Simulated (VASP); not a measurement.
Given:

```yaml
crystal:
  lattice:
    - [4.82897, 0.00000, 0.00000]
    - [0.00000, 4.82897, 0.00000]
    - [0.00000, 0.00000, 3.24485]
  atoms:
    - { symbol: Sn, position: [0.50000, 0.50000, 0.50000] }
    - { symbol: Sn, position: [0.00000, 0.00000, 0.00000] }
    - { symbol: O, position: [0.19350, 0.80650, 0.50000] }
    - { symbol: O, position: [0.80650, 0.19350, 0.50000] }
    - { symbol: O, position: [0.69350, 0.69350, 0.00000] }
    - { symbol: O, position: [0.30650, 0.30650, 0.00000] }
```

Computed with PBE GGA with spin-orbit coupling, VASP's PBE PAW potentials (set 64) (plane waves; VASP 6.6.1). Numerical set-up: 500 eV cut-off, 4×4×6 Γ-centred mesh, Gaussian smearing of 0.050 eV, potentials Sn_d O.

**Question.** What does the run give for the energy per atom (σ→0), band gap (on the k-mesh) with the smallest direct gap where there is one?

**Answer.** 
```
Quantity                                      Value
-----------------------------------  --------------
band gap (on the k-mesh)                    0.63 eV
smallest direct gap (on the k-mesh)         0.63 eV
energy per atom (σ→0)                -6.231 eV/atom
```

Total energies compare only between runs with the same potentials, cut-off and functional.

The structure comes from a computed database's SnO2 entry (P4_2/mnm); how it stands against other phases isn't given here. It was relaxed first.
